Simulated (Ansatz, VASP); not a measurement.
## One calculation of BiB, two programs

```xyz
2
Lattice="0.0366 2.7815 2.7815 2.7815 0.0366 2.7815 2.7815 2.7815 0.0366" Properties=species:S:1:pos:R:3 pbc="T T T"
B     0.0033    0.0033    0.0033
Bi    1.3966    1.3966    1.3966
```

Change from the starting cell: shear_111 strain +2.0%.

Alike in both runs: task single point; functional PBE; k mesh 8 × 8 × 8; occupations fermi-dirac, width 0.02 eV; no spin polarisation.

|  | VASP | Ansatz |
| --- | --- | --- |
| version | VASP 6.6.1 | Ansatz 0.2.0 |
| potentials or method | VASP PAW PBE potentials, release 64 (B, Bi_d) | plane waves, PAW |
| plane-wave cutoff (eV) | 520 | 420 |
| valence electrons in the cell | 18 | 18 |

```csv
,VASP,Ansatz,Ansatz less VASP
pressure (GPa),-0.2,-0.2,+0.06
largest component of the traceless stress (GPa),0.98,0.98,+0.002
rms of the force components (eV/Å),0.005,0.005,+0.0003
```

Atom by atom the forces differ by 0.000 eV/Å (rms over components). With one functional, cell and mesh, what is left measures potentials, basis and numerics.
